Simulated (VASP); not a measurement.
SrTe (rock salt) at three volumes. Computed with G0W0 on PBE orbitals, VASP's PBE PAW potentials (set 64) (plane waves; VASP 6.6.1). Run with PREC = Normal, 500 eV cut-off, 4×4×4 Γ-centred mesh, Gaussian smearing of 0.010 eV, potentials Sr_sv_GW Te_GW.

The mesh is coarse and the basis finite, so the quasiparticle values are not converged. Unless said otherwise, spin-orbit coupling is left out, though it shifts the bands of the heavy elements here.

```json
[
 {"V (Å³/atom)": "35.45", "PBE gap on the mesh (eV)": "1.59", "G0W0 gap (eV)": "2.67", "PBE direct gap (eV)": "2.36", "G0W0 direct gap (eV)": "3.51"},
 {"V (Å³/atom)": "36.93", "PBE gap on the mesh (eV)": "1.70", "G0W0 gap (eV)": "2.81", "PBE direct gap (eV)": "2.44", "G0W0 direct gap (eV)": "3.61"},
 {"V (Å³/atom)": "38.40", "PBE gap on the mesh (eV)": "1.80", "G0W0 gap (eV)": "2.93", "PBE direct gap (eV)": "2.51", "G0W0 direct gap (eV)": "3.70"}
]
```

Estimate the volume deformation potential dE/d ln V of the smallest direct gap at both levels.

From the outer points, 1.9 eV in PBE and 2.4 eV in G0W0.

Runs of the series that failed, ran out of time, didn't relax or are held back are left out.

The compound is SrTe in the rock salt structure.
